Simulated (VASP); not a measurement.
Calculation: rev-vdW-DF2, VASP's PBE PAW potentials (set 64) (plane waves; VASP).

Input for VASP

### KPOINTS
```
Regular mesh
0
Gamma
 4 4 4
0 0 0
```

INCAR:
```
PARAM1=0.1234568
SIGMA=0.05   # width (eV)
ENCUT=520   # plane-wave cut-off (eV)
LWAVE=.False.
EDIFF=1E-7   # SCF stop (eV)
LREAL=.False.   # projection in real space or not
ISIF=2
NELM=100   # most electronic steps
LASPH=.True.
SYSTEM=CsPbBr3
ISMEAR=0
ZAB_VDW=-1.8867
GGA=MK
ALGO=Normal   # blocked Davidson
PREC=Accurate
LMAXMIX=4   # l cut-off of mixed one-centre charges
PARAM2=0.7114
LCHARG=.False.
LUSE_VDW=.True.
AGGAC=0.0
```

### POSCAR
```
CsPbBr3
1
    5.9198857076     0.0000000000     0.0000000000
    0.0000000000     5.9198857076     0.0000000000
    0.0000000000     0.0000000000     5.9198857076
Cs Pb Br
1 1 3
Direct
  0.0000000000   0.0000000000   0.0000000000
  0.5000000000   0.5000000000   0.5000000000
  0.5000000000   0.0000000000   0.5000000000
  0.0000000000   0.5000000000   0.5000000000
  0.5000000000   0.5000000000   0.0000000000
```

POTCAR, in this order: Cs_sv Pb_d Br (PBE.64 set). Program: vasp_std.

**Question.** What will the output report for the number of irreducible k-points (NKPTS), largest plane-wave count, number of space-group operations, FFT grid (NGX, NGY, NGZ)?

**Answer.** 
| Quantity | Result |
|---|---|
| number of irreducible k-points (NKPTS) | 10 |
| largest plane-wave count | 5628 |
| number of space-group operations | 48 |
| FFT grid (NGX, NGY, NGZ) | 48 × 48 × 48 |

The compound is CsPbBr3 in the cubic perovskite structure, the ideal cubic form; the compound distorts at low or room temperature. It was relaxed first.
